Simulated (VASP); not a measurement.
VASP runs on Ti (hcp) share one base input (PBE GGA, plane waves, VASP's PBE PAW potentials (set 64)) and change the settings named in each case.

INCAR:
```
! general
SYSTEM =Ti
PREC   =Accurate
ENCUT  =400   ! plane-wave cut-off (eV)
LREAL  =.False.   ! projection in real space or not
LASPH  =.True.

! electronic loop
EDIFF  =1E-6   ! SCF stop (eV)
NELM   =100   ! most electronic steps
ALGO   =Normal
LMAXMIX=4   ! l cut-off of mixed one-centre charges

! smearing
ISMEAR =1
SIGMA  =0.1

! functional
GGA    =PE

! ions
ISIF   =2

! output
LWAVE  =.False.
LCHARG =.False.
```

### POSCAR
```
Ti
1
    1.4750000000    -2.5547750000     0.0000000000
    1.4750000000     2.5547750000     0.0000000000
    0.0000000000     0.0000000000     4.6800000000
Ti
2
Direct
  0.3333330000   0.6666670000   0.2500000000
  0.6666670000   0.3333330000   0.7500000000
```

### KPOINTS
```
Regular mesh
0
gamma
  13 13 7
0 0 0
```

POTCAR, in this order: Ti_sv (PBE.64 set). Program: vasp_std.

```json
[
 {"change": "base run", "E(σ→0) (eV/atom)": "-7.8261", "pressure (GPa)": "-2.47", "−TS (eV)": "0.0000", "plane waves": "659"},
 {"change": "ENCUT = 200", "E(σ→0) (eV/atom)": "-7.6863", "pressure (GPa)": "-43.26", "−TS (eV)": "0.0003", "plane waves": "240"},
 {"change": "ENCUT = 300", "E(σ→0) (eV/atom)": "-7.8136", "pressure (GPa)": "-1.80", "−TS (eV)": "0.0000", "plane waves": "432"},
 {"change": "ENCUT = 350", "E(σ→0) (eV/atom)": "[?]", "pressure (GPa)": "[?]", "−TS (eV)": "0.0000", "plane waves": "541"},
 {"change": "ENCUT = 450", "E(σ→0) (eV/atom)": "[?]", "pressure (GPa)": "[?]", "−TS (eV)": "0.0000", "plane waves": "781"},
 {"change": "ENCUT = 500", "E(σ→0) (eV/atom)": "-7.8338", "pressure (GPa)": "-1.81", "−TS (eV)": "0.0000", "plane waves": "929"},
 {"change": "ENCUT = 600", "E(σ→0) (eV/atom)": "-7.8337", "pressure (GPa)": "-1.75", "−TS (eV)": "0.0000", "plane waves": "1192"},
 {"change": "ENCUT = 650", "E(σ→0) (eV/atom)": "-7.8339", "pressure (GPa)": "-1.75", "−TS (eV)": "0.0000", "plane waves": "1340"}
]
```

Question: Fill in the missing entries.

Answer: 
- ENCUT = 350, E(σ→0) (eV/atom): -7.8183
- ENCUT = 350, pressure (GPa): -2.46
- ENCUT = 450, E(σ→0) (eV/atom): -7.8317
- ENCUT = 450, pressure (GPa): -2.09

Left out are runs that ran out of time, are held back, or changed the cell or the kind of run, fixed moments of cells without a moment, rows past the twelfth, gaps on odd meshes, pressures of charged cells and columns that move by less than the noise.

The compound is Ti in the hcp structure. The cell was not relaxed at this level.
